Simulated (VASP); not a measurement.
Level of theory: PBEsol GGA, VASP's PBE PAW potentials (set 64) (plane waves; VASP).

VASP input:

POSCAR:
```
BN
1
    2.4835977239     0.0000000000     0.0000000000
   -1.2417988619     2.1508586448     0.0000000000
    0.0000000000     0.0000000000     4.0048577031
B N
2 2
Direct
  0.0000000000   0.0000000000   0.0000000000
  0.0000000000   0.0000000000   0.5000000000
  0.3333330000   0.6666670000   0.2500000000
  0.6666670000   0.3333330000   0.7500000000
```

### KPOINTS
```
Automatic mesh
0
Gamma
10 10 6
0 0 0
```

INCAR:
```
GGA = PS   ! PBEsol
PREC = Accurate
ALGO = Normal   ! blocked Davidson
LWAVE = F
EDIFFG = -0.02   ! ionic stop
SYSTEM = BN
ENCUT = 620
IBRION = 2
LCHARG = F
LREAL = F   ! projection in real space or not
SIGMA = 0.05   ! width (eV)
LASPH = T
EDIFF = 1E-6   ! SCF stop (eV)
NELM = 100
NSW = 40   ! most ionic steps
ISIF = 3
ISMEAR = 0
```

POTCAR, in this order: B N (PBE.64 set). Program: vasp_std.

### Question
What will the output report for the number of irreducible k-points (NKPTS), largest plane-wave count, number of space-group operations, FFT grid (NGX, NGY, NGZ)?

### Answer

* **number of irreducible k-points (NKPTS)**: 56
* **largest plane-wave count**: 774
* **number of space-group operations**: 24
* **FFT grid (NGX, NGY, NGZ)**: 20 × 20 × 36

The structure was generated: BN was put into the NiAs type type (P6_3/mmc), which need not be its known phase. It was relaxed first, which changed the volume by +18 %.
